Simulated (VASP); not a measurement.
The system is PtSe2.

```xyz
3
Lattice="3.7173 0.0000 0.0000 -1.8587 3.2193 0.0000 0.0000 0.0000 5.8201" Properties=species:S:1:pos:R:3 pbc="T T T"
Pt    0.0000    0.0000    0.0000
Se    1.8587    1.0731    4.5083
Se    0.0000    2.1462    1.3118
```

The cell is a database's computed one.

| Property | Result |
| --- | --- |
| Program | VASP 6.6.1 |
| Task | relaxation of cell and atoms |
| Functional | PBE |
| Potentials or basis | VASP PAW PBE potentials, release 64 (Pt, Se) |
| Cutoff | 600 eV |
| k mesh | 9 × 9 × 6 |
| Occupations | gaussian, width 0.02 eV |
| Spin | no spin polarisation |

At the start: pressure 2.4 GPa; volume 23.22 Å³/atom.

Task: Where does the relaxation end?

Result: Over 28 steps the energy falls by 6.5 meV/atom and the volume is 26.34 Å³/atom (+13.4 %); space group P-3m1 (No. 164, to 0.05 Å).

The path:
```csv
step,energy change (eV),largest force (eV/Å),pressure (GPa),volume (Å³)
1,0.0000,0.1364,2.36,69.65
2,0.0124,0.4822,-3.06,73.15
3,-0.0110,0.1294,-0.03,71.04
4,-0.0110,0.1239,0.04,71.01
5,-0.0126,0.0787,0.05,71.13
6,-0.0133,0.0178,0.08,71.29
7,-0.0135,0.0295,-0.02,71.44
8,-0.0138,0.0595,-0.28,71.90
9,-0.0134,0.1181,-0.82,72.80
10,-0.0139,0.0723,-0.41,72.12
11,-0.0139,0.0732,-0.42,72.13
12,-0.0140,0.0724,-0.41,72.17
13,-0.0142,0.0715,-0.40,72.25
14,-0.0145,0.0669,-0.39,72.41
15,-0.0152,0.0601,-0.35,72.73
16,-0.0163,0.0444,-0.29,73.36
17,-0.0180,0.0067,-0.11,74.63
18,-0.0188,0.0907,0.40,77.15
19,-0.0192,0.0610,0.21,77.88
20,-0.0193,0.0104,-0.11,79.26
21,-0.0194,0.0271,-0.01,78.84
22,-0.0194,0.0228,-0.02,78.92
23,-0.0194,0.0171,-0.06,79.09
24,-0.0194,0.0200,-0.06,79.03
25,-0.0194,0.0229,-0.05,78.96
26,-0.0194,0.0193,-0.02,78.97
27,-0.0195,0.0132,0.02,79.00
28,-0.0195,0.0099,0.05,79.02
```

Final structure:
```cif
data_structure
_symmetry_space_group_name_H-M 'P 1'
_symmetry_Int_Tables_number 1
_cell_length_a 3.7512
_cell_length_b 3.7512
_cell_length_c 6.4841
_cell_angle_alpha 90.000
_cell_angle_beta 90.000
_cell_angle_gamma 120.000
_cell_volume 79.02
loop_
_atom_site_label
_atom_site_type_symbol
_atom_site_fract_x
_atom_site_fract_y
_atom_site_fract_z
_atom_site_occupancy
Pt1 Pt 0.00000 0.00000 0.00000 1
Se1 Se 0.66667 0.33333 0.79862 1
Se2 Se 0.33333 0.66667 0.20138 1
```

Caveat: this functional lacks dispersion, which binds the layers, so the pressure and a relaxed spacing across them are unreliable.
